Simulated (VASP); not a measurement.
Data:

```xyz
4
Lattice="1.2566 -2.1764 0.0000 1.2566 2.1764 0.0000 0.0000 0.0000 4.1565" Properties=species:S:1:pos:R:3 pbc="T T T"
B      1.2566    -0.7255     2.0795
B      1.2566     0.7255     0.0012
N      1.2566    -0.7255     3.6357
N      1.2566     0.7255     1.5574
```

The numbers are results of PBE GGA, VASP's PBE PAW potentials (set 64) (plane waves; VASP 6.6.1), not measurements. Run with 620 eV cut-off, 10×10×5 Γ-centred mesh, Gaussian smearing of 0.050 eV, potentials B N.

Problem. Estimate the energy per atom (σ→0), pressure.

Solution. 
```json
{
  "energy per atom (σ→0)": "-8.693 eV/atom",
  "pressure": "19.96 GPa"
}
```

The compound is BN in the wurtzite structure, a metastable high-pressure form. It was relaxed first under an external pressure of 20 GPa.
